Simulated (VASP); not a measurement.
Here is the system:

```xyz
1
Lattice="0.0000 1.7842 1.7842 1.7842 0.0000 1.7842 1.7842 1.7842 0.0000" Properties=species:S:1:pos:R:3 pbc="T T T"
Cu     0.0000     0.0000     0.0000
```

The numbers are results of PBE GGA with D3 dispersion (zero damping), VASP's PBE PAW potentials (set 64) (plane waves; VASP), not measurements. Settings: 520 eV cut-off, 17×17×17 Γ-centred mesh, first-order Methfessel-Paxton smearing of 0.10 eV, potentials Cu.

Question: What does the run give for the energy per atom (σ→0), band gap (on the k-mesh) with the smallest direct gap where there is one?

Answer: 
| Item | Result |
|---|---|
| band gap (on the k-mesh) | none (metal, semimetal or under 0.01 eV) |
| energy per atom (σ→0) | -4.236 eV/atom |

Total energies compare only between runs with the same potentials, cut-off and functional.

The compound is Cu in the fcc structure. It was relaxed first.
